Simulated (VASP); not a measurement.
Data:

```
BaGaSnH
1.0
    4.54622     0.00000     0.00000
   -2.27311     3.93714     0.00000
    0.00000     0.00000     5.16933
Ba Ga Sn H
1 1 1 1
Direct
  0.33333   0.66667   0.99915
  0.00000   0.00000   0.41801
  0.66667   0.33333   0.54180
  0.00000   0.00000   0.08475
```

Method: PBEsol GGA with spin-orbit coupling, VASP's PBE PAW potentials (set 64) (plane waves; VASP 6.6.1). Settings: 400 eV cut-off, 5×5×4 Γ-centred mesh, Gaussian smearing of 0.050 eV, potentials Ba_sv Ga_d Sn_d H.

**Question.** Predict the energy per atom (σ→0), band gap (over mesh and band path) with the smallest direct gap where there is one.

**Answer.** 
The band gap (over mesh and band path) is 0.13 eV and the smallest direct gap (over mesh and band path) comes out as 0.13 eV. The energy per atom (σ→0) is -3.856 eV/atom.

The structure comes from a computed database's BaGaSnH entry (P3m1); how it stands against other phases isn't given here. It was relaxed first, which changed the volume by -7 %.
